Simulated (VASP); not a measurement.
Input:

```
CELL_PARAMETERS angstrom
      2.78788     0.00000     0.00000
     -1.39394     2.41437     0.00000
      0.00000     0.00000     6.95819
ATOMIC_POSITIONS crystal
  W  0.33333 0.66667 0.03517
  W  0.66667 0.33333 0.53517
  O  0.33333 0.66667 0.33983
  O  0.66667 0.33333 0.83983
```

Method: r2SCAN meta-GGA, VASP's PBE PAW potentials (set 64) (plane waves; VASP 6.6.1). Settings: 520 eV cut-off, 14×14×5 Γ-centred mesh, tetrahedra with Blöchl corrections, potentials W_sv O.

Unless said otherwise, spin-orbit coupling is left out, though it shifts the bands of the heavy elements here.

Problem. Tabulate the total density of states (states/eV per cell) against energy (eV; zero at the valence-band maximum or, without a gap, the Fermi level).

Solution. 
(E (eV), DOS (states/eV)): (-9.98, 0.00); (-9.41, 0.27); (-8.85, 3.43); (-8.28, 3.83); (-7.71, 2.79); (-7.15, 2.99); (-6.58, 3.27); (-6.13, 3.43); (-5.56, 2.89); (-4.99, 0.00); (-4.43, 0.00); (-3.86, 1.16); (-3.29, 2.34); (-2.73, 3.24); (-2.16, 0.75); (-1.59, 2.44); (-1.03, 3.22); (-0.46, 1.50); (-0.01, 1.09); (0.56, 0.91); (1.12, 1.65); (1.69, 2.31); (2.26, 2.08); (2.82, 2.41); (3.39, 3.86)
Within 2 eV below the Fermi level the largest weight inside VASP's projection spheres is W d.

The structure was generated: WO was put into the wurtzite type (P6_3mc), which need not be its known phase. It was relaxed first, which changed the volume by -36 %.
